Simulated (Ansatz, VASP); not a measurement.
# Cross-check of InAs between VASP and Ansatz, part 2 of 2

Aim: how closely do two programs agree when they are given the same cell, functional and k mesh? The cell is taken from a series of runs on this material, whose earlier steps may have relaxed, scaled, displaced or heated it; both programs get it as it stands.

VASP 6.6.1 and Ansatz 0.2.0.

So far: Set-up; VASP: zone-centre phonons, PBEsol.

## 2. VASP: zone-centre phonons, PBEsol (continued)

Level of this step: PBEsol; plane waves and PAW (As, In_d) (VASP).

Numbers of over 12 decimals in the logs are rounded to 6 here.

From OUTCAR (step 2):

```text
ion  position               nearest neighbor table
   1  0.750  0.750  0.750-   2 2.62   2 2.62   2 2.62   2 2.62
   2  0.000  0.000  0.000-   1 2.62   1 2.62   1 2.62   1 2.62

  LATTYP: Found a trigonal (rhomboedric) cell.
 ALAT       =     4.2751094067
 COS(alpha) =     0.4998153693

 Subroutine GETGRP returns: Found  6 space group operations
 (whereof  6 operations were pure point group operations)

The static configuration has the point symmetry C_3v.

   k-points           NKPTS =   1728   k-points in BZ     NKDIM =   1728   number of bands    NBANDS=     15

   dimension x,y,z NGX =    32 NGY =   32 NGZ =   32
   dimension x,y,z NGXF=    64 NGYF=   64 NGZF=   64

   ENCUT  =  500.0 eV  36.75 Ry    6.06 a.u.   7.79  7.79  7.79*2*pi/ulx,y,z

   NELECT =      18.0000    total number of electrons

 k-points in reciprocal lattice and weights: Points of the shifted mesh
   0.04166667  0.04166667  0.04166667       0.001
   0.04166667  0.04166667  0.12500000       0.001
   0.04166667  0.04166667  0.20833333       0.001
   0.04166667  0.04166667  0.29166667       0.001
   0.04166667  0.04166667  0.37500000       0.001
   0.04166667  0.04166667  0.45833333       0.001
   0.04166667  0.04166667  0.54166667       0.001
   0.04166667  0.04166667  0.62500000       0.001
   0.04166667  0.04166667  0.70833333       0.001
[...]
0.95833333  0.95833333  0.87500000       0.001
   0.95833333  0.95833333  0.95833333       0.001

 average (electrostatic) potential at core
       1 -49.5014       2 -96.4284

  Total        0.4367330      0.4367330      0.4367330      0.0005011      0.0005011      0.0005011
  in kB       12.6613387     12.6613387     12.6613387      0.0145285      0.0145285      0.0145285
  external PRESSURE =      12.6613387 kB  Pullay stress =       0.0000000 kB

  energy-cutoff  :      500.00
  volume of cell :       55.26
      direct lattice vectors                 reciprocal lattice vectors
    -0.000558105  3.022958826  3.022958826    -0.165355065  0.165385599  0.165385599
     3.022958826 -0.000558105  3.022958826     0.165385599 -0.165355065  0.165385599
     3.022958826  3.022958826 -0.000558105     0.165385599  0.165385599 -0.165355065

 POSITION                                       TOTAL-FORCE (eV/Angst)
 -----------------------------------------------------------------------------------
      4.53387      4.53387      4.53387        -0.000262     -0.000262     -0.000262
      0.00015      0.00015      0.00015         0.000262      0.000262      0.000262
 -----------------------------------------------------------------------------------
    total drift:                                0.000019      0.000019      0.000019

 Eigenvectors and eigenvalues of the dynamical matrix
 ----------------------------------------------------

   1 f  =    6.460467 THz    40.592309 2PiTHz  215.497973 cm-1    26.718331 meV
             X         Y         Z           dx          dy          dz
      4.533866  4.533866  4.533866    -0.449496   -0.449496   -0.449496
      0.000153  0.000153  0.000153     0.362335    0.362335    0.362335

   2 f  =    6.457450 THz    40.573355 2PiTHz  215.397347 cm-1    26.705855 meV
             X         Y         Z           dx          dy          dz
      4.533866  4.533866  4.533866     0.145466    0.463175   -0.608641
      0.000153  0.000153  0.000153    -0.117260   -0.373365    0.490625

   3 f  =    6.457450 THz    40.573355 2PiTHz  215.397347 cm-1    26.705855 meV
             X         Y         Z           dx          dy          dz
      4.533866  4.533866  4.533866    -0.618814    0.435384    0.183429
      0.000153  0.000153  0.000153     0.498825   -0.350963   -0.147862

   4 f/i=    0.006597 THz     0.041449 2PiTHz    0.220044 cm-1     0.027282 meV
             X         Y         Z           dx          dy          dz
      4.533866  4.533866  4.533866    -0.167332   -0.335777    0.503108
      0.000153  0.000153  0.000153    -0.207582   -0.416545    0.624128

   5 f/i=    0.006597 THz     0.041449 2PiTHz    0.220044 cm-1     0.027282 meV
             X         Y         Z           dx          dy          dz
      4.533866  4.533866  4.533866    -0.484330    0.387079    0.097252
      0.000153  0.000153  0.000153    -0.600833    0.480188    0.120645

   6 f/i=    0.006629 THz     0.041653 2PiTHz    0.221128 cm-1     0.027416 meV
             X         Y         Z           dx          dy          dz
      4.533866  4.533866  4.533866     0.362335    0.362335    0.362335
      0.000153  0.000153  0.000153     0.449496    0.449496    0.449496

 ELASTIC MODULI CONTR FROM IONIC RELAXATION (kBar)
 Direction    XX          YY          ZZ          XY          YZ          ZX
 --------------------------------------------------------------------------------
 XX          -0.0009      0.0001      0.0001     -0.0059      0.4819     -0.0702
 YY           0.0001     -0.0009      0.0001     -0.0702     -0.0059      0.4819
 ZZ           0.0001      0.0001     -0.0009      0.4819     -0.0702     -0.0059
 XY          -0.0059     -0.0702      0.4819   -266.5681      0.7866      0.7866
 YZ           0.4819     -0.0059     -0.0702      0.7866   -266.5681      0.7866
 ZX          -0.0702      0.4819     -0.0059      0.7866      0.7866   -266.5681
 --------------------------------------------------------------------------------
```

## 3. Ansatz: zone-centre phonons, PBEsol

Ansatz runs on its PAW soft_1 files.

The same cell, functional, mesh and smearing now go to Ansatz, which takes its cutoff from its data sets.

input.yaml reads:

```yaml
crystal:
  lattice:
    - [-0.0005581052, 3.022958826, 3.022958826]
    - [3.022958826, -0.0005581052, 3.022958826]
    - [3.022958826, 3.022958826, -0.0005581052]
  atoms:
    - { symbol: As, position: [0.749974652, 0.749974652, 0.749974652] }
    - { symbol: In, position: [2.5348e-05, 2.5348e-05, 2.5348e-05] }
kpoints:
  mp_grid: { grid: [12, 12, 12], shift: [0.5, 0.5, 0.5] }
hamiltonian:
  xc: pbesol
  pseudopotentials: { kind: paw, azcp: { folder: soft_1 }, xc_functional: pbe }
scf:
  occupations: { method: gaussian, width: 0.015 }
output:
  eigenvalues: true
phonons:
  method: dfpt
```

The run is started by

```
> ansatz run input.yaml --threads 4 --pin off --max-ram 10240MiB --backend cpu --events-out ev --progress --plain --runs-dir out
```

The log of the run:

```text
Engine: ansatz 0.2.0, x86_64-unknown-linux-gnu
Pseudopotentials: kind: paw
Pseudopotential: As, paw, valence charge 15, recommended cutoff 420 eV (normal), soft_1/As.paw.azcp
Pseudopotential: In, paw, valence charge 13, recommended cutoff 420 eV (normal), soft_1/In.paw.azcp
Functional definition: PBEsol
  exchange = pbesol_x
  correlation = pbesol_c
Crystal: 2 atoms, lattice volume = 55.265 Å³
Basis set: ecut = 420 eV, 1067 PW (Γ), exchange–correlation on 60×60×60 points (8 copies of the dense FFT grid, shifted against one another)
Bands: 18, of which v1, the nominal top of the filled ones, is band 14 counted from 1 (13 counted from 0)
Symmetry: 6 space group operations
k-points: 468 of 1728 (irreducible under 2 space group operations, time reversal used)
Non-local potential: As, projectors of the file, l = 0: 2, l = 1: 2, l = 2: 3, l = 3: 1
Non-local potential: In, projectors of the file, l = 0: 2, l = 1: 2, l = 2: 2, l = 3: 1
PAW form: soft (Blöchl's): semilocal exchange-correlation on the pseudo side does not see the compensation charge
PAW frozen core: As, regenerated for the run's functional, and the local potential with it (the file was generated under x = pbe(κ = 0.804, μ = 0.219515), c = pbe(β = 0.066725))
PAW frozen core: In, regenerated for the run's functional, and the local potential with it (the file was generated under x = pbe(κ = 0.804, μ = 0.219515), c = pbe(β = 0.066725))
PAW one-centre angular grid: As, 590 points (default); XC on 64 Gauss nodes
PAW one-centre angular grid: In, 590 points (default); XC on 64 Gauss nodes
Initial density: superposition of atomic densities (chi_scale 0.1, normalization cell, long waves kept (reshape's long-wave potential 0.00 eV rms))
Initial wavefunctions: pseudopotential atomic-orbital guess
Functional: x = pbesol(κ = 0.804, μ = 0.123457), c = pbesol(β = 0.046)
SCF iter   1: F=—  HF=-10338.983793 eV  |F-HF|=—  |Δ(HF+E_count)|=         —  Δρ=2.87e-2  dr2=3.65e-1  ethr=3.10e-3  ⟨swp⟩=6.0  Hψ=42301  notcnv=0
preconditioner: auto → none  [insulator: Δε(μ)=0.448 eV  Ē_g=14.682 eV  σ=0.015 eV  W_gap=1.00  n_scr=14 (ndim 8)  ℏωp=21.2 eV  f_vac=0.007  D(μ)=0.00/eV (n_scr^D=0)  ε∞_Penn≈3.1]
SCF iter   2: F=—  HF=-10338.906059 eV  |F-HF|=—  |Δ(HF+E_count)|=   7.77e-2  Δρ=1.31e-2  dr2=6.74e-2  ethr=1.30e-3  ⟨swp⟩=2.0  Hψ=14040  notcnv=0
SCF iter   3: F=—  HF=-10338.894752 eV  |F-HF|=—  |Δ(HF+E_count)|=   1.13e-2  Δρ=2.02e-3  dr2=5.20e-3  ethr=2.41e-4  ⟨swp⟩=3.0  Hψ=14572  notcnv=0
SCF iter   4: F=—  HF=-10338.892851 eV  |F-HF|=—  |Δ(HF+E_count)|=   1.90e-3  Δρ=6.25e-4  dr2=1.04e-4  ethr=1.86e-5  ⟨swp⟩=3.0  Hψ=18035  notcnv=0
SCF iter   5: F=—  HF=-10338.892878 eV  |F-HF|=—  |Δ(HF+E_count)|=   2.62e-5  Δρ=1.92e-4  dr2=7.32e-6  ethr=3.71e-7  ⟨swp⟩=3.0  Hψ=16654  notcnv=0
SCF iter   6: F=—  HF=-10338.892885 eV  |F-HF|=—  |Δ(HF+E_count)|=   7.59e-6  Δρ=1.38e-5  dr2=7.41e-8  ethr=2.61e-8  ⟨swp⟩=2.0  Hψ=9970  notcnv=0
SCF iter   7: F=—  HF=-10338.892885 eV  |F-HF|=—  |Δ(HF+E_count)|=   6.60e-8  Δρ=4.11e-6  dr2=8.05e-9  ethr=2.65e-10  ⟨swp⟩=2.0  Hψ=12636  notcnv=0
SCF iter   8: F=—  HF=-10338.892885 eV  |F-HF|=—  |Δ(HF+E_count)|=   4.26e-9  Δρ=8.02e-7  dr2=2.22e-10  ethr=2.87e-11  ⟨swp⟩=2.0  Hψ=14976  notcnv=0
SCF iter   9: F=-10338.892885 eV  HF=-10338.892885 eV  |F-HF|=1.64e-11  |Δ(HF+E_count)|=  3.91e-10  Δρ=1.29e-7  dr2=8.81e-12  ethr=1.00e-12  ⟨swp⟩=4.0  Hψ=41926  notcnv=0
SCF 1 converged in 9 iterations: F = -10338.892885 eV  dr2 = 8.81e-12
  greatest PAW one-centre occupation: 0.999 electrons in one spin orbital (limit 2), on the As atom at site 0 (counted from 0), in its partial waves of l = 2
DFPT response loops at Γ: preconditioner auto → none (the input reference at scf.mixing.eps_inf says where Resta's filter doesn't serve); β = 0.50; Broyden in place of MSR1
SCF converged after 9 iterations
Free energy (F): -10338.892885 eV
Harris-Foulkes:  -10338.892885 eV  (|F-HF|=1.64e-11)
Internal energy: -10338.892885 eV  (E = F + TS)
E sigma→0 (E₀):  -10338.892885 eV
Fermi energy:    7.714515 eV
--- Per-component energies (eV) ---
  E_band       = -320.538885
  E_kinetic    = 317.243051
  E_local      = -3478.751747  (includes V_loc(G=0)·N_el)
  E_nonlocal   = -63.434739
  E_hartree    = 1729.523824
  E_xc         = -211.669341
  E_vxc        = -163.392337  (∫ρ·V_xc dr)
  E_paw        = -6109.586433  (= ΣΔE_a)
  E_vpaw       = -391.250833  (= ΣTr[D̂ρ^β])
  E_aug_tail   = 0.000145  (compensation charges beyond the density's cutoff)
  E_ewald      = -2523.419980
  E_core_change = 1.202334  (= ΣΔE_core)
  E_smearing   = -0.000000  (= −TS)
  E_closure    = -0.000000  (closes the sum)
  Σ components = -10338.892885   (vs F -10338.892885, Δ=0.00e0)
--- Band table (eV; the first three rows and the last of 468) ---
  k-point 0: bands = [... 10 lower, -4.3360, 6.8177, 7.5147, 7.5147, 7.9139, 11.4066, 11.4430, 11.4430]
  k-point 1: bands = [... 10 lower, -4.2390, 5.9416, 7.2498, 7.4665, 8.5366, 11.3568, 11.5309, 11.8013]
  k-point 2: bands = [... 10 lower, -4.0071, 4.7645, 6.9492, 7.2654, 8.8753, 11.6850, 11.8104, 12.2402]
  k-point 467: bands = [... 10 lower, -2.8650, 1.7496, 6.3920, 6.5123, 8.5863, 12.0927, 12.2387, 14.3349]
--- Phonons (Γ-DFPT): 2 representative perturbations + reference, on 468 of 1728 k-points (Σ response iterations 6) ---
  k mesh reduced under 2 symmetry operations, with k and −k counted as one. Each operation leaves every solved perturbation unchanged. A smaller set is not used because it would not reduce the number of displacements times k-points to solve
  ASR residual: 5.774e-5 → 0.000e0 eV/Å²; symmetrization residual: 1.778e-5 eV/Å²
  ASR residual per site (eV/Å²): 1.71e-5 5.77e-5
  Γ frequencies (cm⁻¹): 0.00 0.00 0.00 215.13 215.13 215.24
  non-analytic LO–TO correction: not included (Born effective charges unavailable; polar crystals: no LO–TO splitting at Γ)
```

In the SCF lines HF is the Harris–Foulkes energy and dr2 the Hartree energy of the density residual, in eV; the loop may stop once dr2 is under the threshold and the program's other checks hold. Hψ counts applications of the Hamiltonian.

## 4. Comparison

Known differences besides the potentials themselves: the data sets hold 28 valence electrons in Ansatz (on its PAW soft_1 files) and 18 in VASP; the cutoff is 420 eV in Ansatz and 500 eV in VASP; Ansatz makes its cores anew for this functional, VASP keeps those of its PBE data sets. Total energies have different zeros and are not compared.

Compared:

```csv
quantity,Ansatz,VASP,difference
optical mode 1 to 3 (cm⁻¹),215.1,215.4,-0.12 %
```

Modes are paired by rising frequency, not by their patterns, so a pair may set unlike modes beside each other; they are those without the splitting of longitudinal modes.

## 5. Results

```
r.m.s. difference of the optical zone-centre modes, each program's sorted by frequency (zone-centre phonons, PBEsol) : 0.26 cm⁻¹
```

The r.m.s. difference of the optical zone-centre modes, each program's sorted by frequency is 0.26 cm⁻¹ (zone-centre phonons, PBEsol). The data sets hold unlike numbers of valence electrons (28 in Ansatz and 18 in VASP), so part of the differences comes from the potentials. Such differences can come from data sets, numerical settings and the points named under the comparisons, not from the functional's error against experiment.

[Lines on the potential files, build, host, timing and source positions are cut from VASP's logs without a mark.]

[Logs are printed without paths, hosts, clocks, repeated set-up lines and the standing remarks that a program may print on its own settings, such as how far it seeks lower states.]

[Hosts, paths, dates, database ids (printed as entryN), source tags and the programs' standing remarks are cut or masked in the printed files.]
